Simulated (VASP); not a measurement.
Given:

```
Pr
1.0
    3.65406     0.00000     0.00000
   -1.82703     3.16451     0.00000
    0.00000     0.00000    11.78817
Pr
4
Direct
  0.00000   0.00000   0.00000
  0.00000   0.00000   0.50000
  0.33333   0.66667   0.25000
  0.66667   0.33333   0.75000
```

The numbers are results of PBEsol GGA, VASP's PBE PAW potentials (set 64) (plane waves; VASP), not measurements. Numerical set-up: 480 eV cut-off, 10×10×4 Γ-centred mesh, first-order Methfessel-Paxton smearing of 0.10 eV, potentials Pr_3.

The 4f electrons are frozen in the core of the lanthanide potential, so 4f levels, which can set the real gap, and their magnetism are missing.

Each row applies one change to this cell, which was relaxed at other settings and keeps the small stress of the first row; at a fixed cut-off the stress holds a Pulay part, so it need not integrate to ΔE exactly. Stress is in GPa, positive when the cell is compressed.

```tsv
change	ΔE (meV/atom)	σxx	σyy	σzz	largest shear component, with its sign (GPa)	largest force (eV/Å)
none	0.0	0.16	0.16	-0.26	0.00	0.000
isotropic strain of +3.0 %	27.7	-2.61	-2.61	-2.87	0.00	0.000
atom 2 (Pr) moved by -0.050 Å along y	0.2	0.16	0.16	-0.27	0.00	0.033
biaxial strain of +2.0 % in the xy plane	6.1	-1.55	-1.55	-0.79	0.00	0.000
atom 4 (Pr) moved by -0.075 Å along z	1.9	0.16	0.16	-0.21	0.00	0.202
uniaxial strain of -0.5 % along y	0.4	0.27	0.53	-0.19	0.00	0.006
biaxial strain of -3.0 % in the xy plane	___	___	___	___	___	___
atom 1 (Pr) moved by 0.200 Å along y	___	___	___	___	___	___
```

Q: Fill in the missing entries.

A: 
- biaxial strain of -3.0 % in the xy plane, ΔE (meV/atom): 20.8
- biaxial strain of -3.0 % in the xy plane, σxx: 3.21
- biaxial strain of -3.0 % in the xy plane, σyy: 3.21
- biaxial strain of -3.0 % in the xy plane, σzz: 0.79
- biaxial strain of -3.0 % in the xy plane, largest shear component, with its sign (GPa): 0.00
- biaxial strain of -3.0 % in the xy plane, largest force (eV/Å): 0.000
- atom 1 (Pr) moved by 0.200 Å along y, ΔE (meV/atom): 3.3
- atom 1 (Pr) moved by 0.200 Å along y, σxx: 0.14
- atom 1 (Pr) moved by 0.200 Å along y, σyy: 0.15
- atom 1 (Pr) moved by 0.200 Å along y, σzz: -0.31
- atom 1 (Pr) moved by 0.200 Å along y, largest shear component, with its sign (GPa): 0.05
- atom 1 (Pr) moved by 0.200 Å along y, largest force (eV/Å): 0.128

Failed runs are left out, and for metals the shear rows, which the mesh's noise covers.

The structure comes from a computed database's Pr entry (P6_3/mmc); how it stands against other phases isn't given here.
